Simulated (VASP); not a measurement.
Input of a VASP 6.6.1 run:

Contents of POSCAR:

```
BP
1.0
    3.2078136971      0.0000000000      0.0000000000
   -1.6039068485      2.7780481523      0.0000000000
    0.0000000000      0.0000000000     22.8931300608
P B
3 3
Direct
    0.0000000000      0.0000000000      0.3712904254
    0.3333333333      0.6666666667      0.4856989362
    0.6666666667      0.3333333333      0.6055430511
    0.3333333333      0.6666666667      0.3998925531
    0.6666666667      0.3333333333      0.5124247642
    0.0000000000      0.0000000000      0.6210412201
```

The input INCAR.step1:

```
PREC = Accurate
ENCUT = 520
ISMEAR = 0
SIGMA = 0.05
LREAL = F
LASPH = T
NELM = 100
LDIPOL = T
IDIPOL = 3
DIPOL = 0.5 0.5 0.499
NBANDS = 21
GGA = PE
ALGO = Normal
EDIFF = 1E-4
LWAVE = T
LCHARG = F
```

File INCAR.step2:

```
PREC = Accurate
ENCUT = 520
EDIFF = 1E-6
ISMEAR = 0
SIGMA = 0.05
LREAL = F
LASPH = T
NELM = 100
ALGO = Normal
ISIF = 2
LWAVE = F
LCHARG = F
LDIPOL = T
IDIPOL = 3
DIPOL = 0.5 0.5 0.499
METAGGA = R2SCAN
LMIXTAU = T
NBANDS = 21
ISTART = 1
```

File KPOINTS:

```
Automatic mesh
0
Gamma
  9 9 1
```

Potentials or basis: VASP PAW PBE potentials, release 64 (P, B).

Command:

```console
$ cat potpaw_PBE.64/P/POTCAR potpaw_PBE.64/B/POTCAR > POTCAR
$ cp INCAR.step1 INCAR
$ mpirun -np 1 vasp_std > vasp.out
$ cp INCAR.step2 INCAR
$ mpirun -np 1 vasp_std > vasp.out
```

Predict the largest force.

1.001 eV/Å.

Predict the band gap on the k mesh.

none (metal or under the smearing width).

Forces on the atoms (eV/Å):
```
P    0.000  0.000  0.472
P    0.000  0.000  0.568
P    0.000  0.000 -0.005
B    0.000  0.000 -1.001
B    0.000  0.000 -0.018
B    0.000  0.000 -0.016
```

Caveat: the PAW data sets were made with another functional, which shifts forces and pressure a little.
